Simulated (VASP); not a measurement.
Calculation: LDA (Ceperley-Alder, Perdew-Zunger), VASP's LDA PAW potentials (set 64) (plane waves; VASP 6.6.1).

The input files of a VASP run:

**POSCAR**
```
HfN
3.1552730
  0.0000000000   0.7071067634   0.7071067634
  0.7071067634   0.0000000000   0.7071067634
  0.7071067634   0.7071067634   0.0000000000
Hf N
1 1
Cartesian
  0.0000000000   0.0000000000   0.0000000000
  0.7071067634   0.7071067634   0.7071067634
```

**INCAR**
```
# general
SYSTEM  = HfN
PREC    = Accurate
ENCUT   = 520
LREAL   = .FALSE.   # projection in real space or not
LASPH   = .TRUE.

# electronic loop
EDIFF   = 1E-7   # SCF stop (eV)
NELM    = 100
ALGO    = Normal   # blocked Davidson
LMAXMIX = 6

# smearing
ISMEAR  = -5

# ions
ISIF    = 2

# output
LWAVE   = .FALSE.
LCHARG  = .TRUE.
LORBIT  = 11   # lm-projected
NEDOS   = 601   # DOS grid
```

KPOINTS:
```
Automatic mesh
0
Gamma
16 16 16
0 0 0
```

POTCAR, in this order: Hf_pv N (LDA.64 set). Program: vasp_std.

Unless said otherwise, spin-orbit coupling is left out, though it shifts the bands of the heavy elements here.

### Question
Estimate the energy per atom (σ→0), band gap (on the k-mesh).

### Answer

```yaml
energy per atom (σ→0): -11.935 eV/atom
band gap (on the k-mesh): none (metal, semimetal or under 0.01 eV)
```

**OSZICAR**
```
...
DAV:   8    -0.238767364364E+02    0.22699E-01   -0.10212E-01  3730   0.306E+00    0.478E+00
DAV:   9    -0.238703642349E+02    0.63722E-02   -0.41054E-02  3631   0.143E+00    0.155E+00
DAV:  10    -0.238697795669E+02    0.58467E-03   -0.28793E-03  3712   0.452E-01    0.873E-02
DAV:  11    -0.238697877649E+02   -0.81981E-05   -0.70102E-05  3782   0.904E-02    0.358E-02
DAV:  12    -0.238697892898E+02   -0.15249E-05   -0.70456E-06  3680   0.249E-02    0.194E-02
DAV:  13    -0.238697883148E+02    0.97498E-06   -0.69778E-07  3761   0.793E-03    0.376E-03
DAV:  14    -0.238697882241E+02    0.90711E-07   -0.29045E-08  2030   0.174E-03
   1 F= -.23869788E+02 E0= -.23869788E+02  d E =0.000000E+00
```

The structure comes from a computed database's HfN entry (Fm-3m); how it stands against other phases isn't given here. It was relaxed first. The electron count is odd and the run is not spin-polarised, which forces a metal.
